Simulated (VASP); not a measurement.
Output of a VASP run:

OSZICAR:
```
       N       E                     dE             d eps       ncg     rms           ort
DAV:   1     0.145185339757E+02    0.14519E+02   -0.41934E+03   280   0.937E+02
DAV:   2    -0.116056328589E+02   -0.26124E+02   -0.25488E+02   280   0.108E+02
DAV:   3    -0.120421411696E+02   -0.43651E+00   -0.43651E+00   280   0.186E+01
DAV:   4    -0.120427336475E+02   -0.59248E-03   -0.59248E-03   280   0.769E-01
DAV:   5    -0.120427338733E+02   -0.22588E-06   -0.22588E-06   280   0.116E-02
SDA:   6    -0.107204366557E+02    0.13223E+01   -0.22588E-06   280   0.206E+01   0.000E+00
CGA:   7    -0.113684863371E+02   -0.64805E+00   -0.63962E+00   280   0.670E-01   0.698E-01
CGA:   8    -0.114024402618E+02   -0.33954E-01   -0.33946E-01   280   0.873E-02  -0.131E-03
CGA:   9    -0.114063604362E+02   -0.39202E-02   -0.39203E-02   280   0.975E-03   0.100E-05
CGA:  10    -0.114068189337E+02   -0.45850E-03   -0.45854E-03   280   0.889E-04  -0.144E-06
CGA:  11    -0.114068603830E+02   -0.41449E-04   -0.41377E-04   280   0.866E-05   0.395E-06
CGA:  12    -0.114068645002E+02   -0.41172E-05   -0.40214E-05   280   0.818E-06   0.588E-06
CGA:  13    -0.114068648833E+02   -0.38306E-06   -0.36828E-06   280   0.987E-07   0.140E-06
   1 F= -.11406865E+02 E0= -.11406865E+02  d E =-.223471E-13
```

**OUTCAR**
```
------------------------ aborting loop because EDIFF is reached ----------------------------------------
  FORCE on cell =-STRESS in cart. coord.  units (eV):
  Direction    XX          YY          ZZ          XY          YZ          ZX
  --------------------------------------------------------------------------------------
  Total        0.5378685      0.5378685      0.5378685      0.0000000      0.0000000      0.0000000
  in kB       31.5618874     31.5618874     31.5618874      0.0000000      0.0000000      0.0000000
  external PRESSURE =      31.5618874 kB  Pullay stress =       0.0000000 kB
  volume of cell :       27.30
      direct lattice vectors                 reciprocal lattice vectors
     0.000000000  2.390000000  2.390000000    -0.209205021  0.209205021  0.209205021
     2.390000000  0.000000000  2.390000000     0.209205021 -0.209205021  0.209205021
     2.390000000  2.390000000  0.000000000     0.209205021  0.209205021 -0.209205021
  FREE ENERGIE OF THE ION-ELECTRON SYSTEM (eV)
  ---------------------------------------------------
  free  energy   TOTEN  =       -11.4068648833 eV

  energy  without entropy=      -11.4068648833  energy(sigma->0) =      -11.40686488
```
(Selected blocks of OUTCAR.)

**POSCAR**
```
BAs
1
    0.0000000000     2.3900000000     2.3900000000
    2.3900000000     0.0000000000     2.3900000000
    2.3900000000     2.3900000000     0.0000000000
B As
1 1
Direct
  0.0000000000   0.0000000000   0.0000000000
  0.2500000000   0.2500000000   0.2500000000
```

### Question
Write an INCAR and KPOINTS that could have produced this output.

### Answer
One answer among several that fit: the input of the run itself, PBE GGA, plane waves, VASP's PBE PAW potentials (set 64).

**INCAR**
```
SYSTEM = BAs
PREC = Accurate; ENCUT = 520; LREAL = .FALSE.
LASPH = .TRUE.
EDIFF = 1E-6; NELM = 100; ALGO = All
LMAXMIX = 4
ISMEAR = 0; SIGMA = 0.05
GGA = PE
ISIF = 2
LWAVE = .FALSE.; LCHARG = .FALSE.
```

KPOINTS:
```
Automatic
0
Gamma
9 9 9
0 0 0
```

POTCAR, in this order: B As (PBE.64 set). Program: vasp_std.

The compound is BAs in the zinc blende structure. The cell was not relaxed at this level. The run is one of a series of settings (ALGO = All against the base run), some of them coarse on purpose.
